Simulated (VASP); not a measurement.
Output of a VASP run:

**OSZICAR**
```
       N       E                     dE             d eps       ncg     rms          rms(c)
DAV:   1     0.661722011364E+02    0.66172E+02   -0.52795E+03   846   0.102E+03
DAV:   2     0.166066240151E+01   -0.64512E+02   -0.64210E+02   873   0.226E+02
DAV:   3     0.465431002713E+00   -0.11952E+01   -0.11907E+01  1325   0.341E+01
DAV:   4     0.413934424846E+00   -0.51497E-01   -0.51450E-01  1258   0.516E+00
DAV:   5     0.413231306494E+00   -0.70312E-03   -0.70266E-03  1453   0.474E-01    0.226E+00
DAV:   6     0.413030912891E+00   -0.20039E-03   -0.11032E-02  1086   0.131E+00    0.138E+00
DAV:   7     0.410289341441E+00   -0.27416E-02   -0.20424E-02   908   0.188E+00    0.990E-02
DAV:   8     0.410507649260E+00    0.21831E-03   -0.15729E-03  1005   0.419E-01    0.275E-02
DAV:   9     0.410458560410E+00   -0.49089E-04   -0.16946E-04  1385   0.111E-01    0.140E-02
DAV:  10     0.410462270714E+00    0.37103E-05   -0.23776E-05  1125   0.535E-02    0.115E-03
DAV:  11     0.410462302180E+00    0.31467E-07   -0.87954E-07  1014   0.849E-03
   1 F= 0.41046230E+00 E0= 0.41034835E+00  d E =0.410462E+00
       N       E                     dE             d eps       ncg     rms          rms(c)
DAV:   1     0.299187512817E+00   -0.11127E+00   -0.30798E+00   898   0.208E+01    0.200E+00
DAV:   2     0.385269202743E+00    0.86082E-01   -0.26437E-01   890   0.661E+00    0.101E+00
DAV:   3     0.407215153000E+00    0.21946E-01   -0.16538E-01  1108   0.373E+00    0.317E-01
DAV:   4     0.406241269183E+00   -0.97388E-03   -0.12567E-02  1000   0.130E+00    0.162E-01
DAV:   5     0.404257950991E+00   -0.19833E-02   -0.30573E-03  1303   0.283E-01    0.863E-02
DAV:   6     0.404034973532E+00   -0.22298E-03   -0.36316E-04  1427   0.137E-01    0.284E-02
DAV:   7     0.404040461431E+00    0.54879E-05   -0.11601E-05  1127   0.402E-02    0.846E-03
DAV:   8     0.404042854692E+00    0.23933E-05   -0.20591E-05  1186   0.182E-02    0.767E-04
DAV:   9     0.404042603556E+00   -0.25114E-06   -0.40087E-07   585   0.571E-03
   2 F= 0.40404260E+00 E0= 0.40404048E+00  d E =-.641970E-02
       N       E                     dE             d eps       ncg     rms          rms(c)
DAV:   1     0.374431925279E+00   -0.29611E-01   -0.85327E-01   896   0.111E+01    0.104E+00
DAV:   2     0.397847048767E+00    0.23415E-01   -0.75317E-02   888   0.349E+00    0.538E-01
DAV:   3     0.403960787660E+00    0.61137E-02   -0.46947E-02  1098   0.198E+00    0.178E-01
DAV:   4     0.403723936731E+00   -0.23685E-03   -0.35023E-03   965   0.705E-01    0.866E-02
DAV:   5     0.403142906690E+00   -0.58103E-03   -0.92875E-04  1279   0.162E-01    0.412E-02
DAV:   6     0.403089634352E+00   -0.53272E-04   -0.99611E-05  1421   0.671E-02    0.126E-02
DAV:   7     0.403094827818E+00    0.51935E-05   -0.11563E-05  1008   0.407E-02    0.107E-02
DAV:   8     0.403092812455E+00   -0.20154E-05   -0.16298E-05  1338   0.308E-02    0.433E-04
DAV:   9     0.403092696624E+00   -0.11583E-06   -0.51805E-08   446   0.209E-03
   3 F= 0.40309270E+00 E0= 0.40317435E+00  d E =-.736961E-02
```

**OUTCAR**
```
------------------------ aborting loop because EDIFF is reached ----------------------------------------
  FORCE on cell =-STRESS in cart. coord.  units (eV):
  Direction    XX          YY          ZZ          XY          YZ          ZX
  --------------------------------------------------------------------------------------
  Total       -0.0048398     -0.0048398     -0.0048398      0.0000000      0.0000000     -0.0000000
  in kB       -0.1888574     -0.1888574     -0.1888574      0.0000000      0.0000000     -0.0000000
  external PRESSURE =      -0.1888574 kB  Pullay stress =       0.0000000 kB
  volume of cell :       41.06
      direct lattice vectors                 reciprocal lattice vectors
     0.000000000  2.738150174  2.738150174    -0.182605032  0.182605032  0.182605032
     2.738150174 -0.000000000  2.738150174     0.182605032 -0.182605032  0.182605032
     2.738150174  2.738150174  0.000000000     0.182605032  0.182605032 -0.182605032
 POSITION                                       TOTAL-FORCE (eV/Angst)
 -----------------------------------------------------------------------------------
      0.00000      0.00000      0.00000        -0.000000      0.000000      0.000000
 -----------------------------------------------------------------------------------
    total drift:                               -0.000000     -0.000000     -0.000000
  FREE ENERGIE OF THE ION-ELECTRON SYSTEM (eV)
  ---------------------------------------------------
  free  energy   TOTEN  =         0.4030926966 eV

  energy  without entropy=        0.4033376615  energy(sigma->0) =        0.40317435

 reached required accuracy - stopping structural energy minimisation
```
(Selected blocks of OUTCAR.)

File POSCAR:
```
Ca
1
    0.0000000000     2.7900000000     2.7900000000
    2.7900000000     0.0000000000     2.7900000000
    2.7900000000     2.7900000000     0.0000000000
Ca
1
Direct
  0.0000000000   0.0000000000   0.0000000000
```

Problem. Write an INCAR and KPOINTS that could have produced this output.

Solution. One answer among several that fit: the input of the run itself, vdW-DF-cx, plane waves, VASP's PBE PAW potentials (set 64).

INCAR:
```
LREAL = .False.
ISMEAR = 1
LCHARG = .False.
ISIF = 3
GGA = CX
ALGO = Normal   ! blocked Davidson
IBRION = 2
LUSE_VDW = .True.
SYSTEM = Ca
EDIFF = 1E-6   ! SCF stop (eV)
LWAVE = .False.
NELM = 100
ENCUT = 520
SIGMA = 0.1
LASPH = .True.   ! aspherical one-centre terms
PREC = Accurate
NSW = 60   ! most ionic steps
EDIFFG = -0.01
AGGAC = 0.0
```

File KPOINTS:
```
kpoints
0
G
10 10 10
0 0 0
```

POTCAR, in this order: Ca_sv (PBE.64 set). Program: vasp_std.

Energy and stress use the plane-wave basis of the starting cell.

The compound is Ca in the fcc structure. This run relaxes it. Symmetry was kept, so distortions that lower it aren't found.
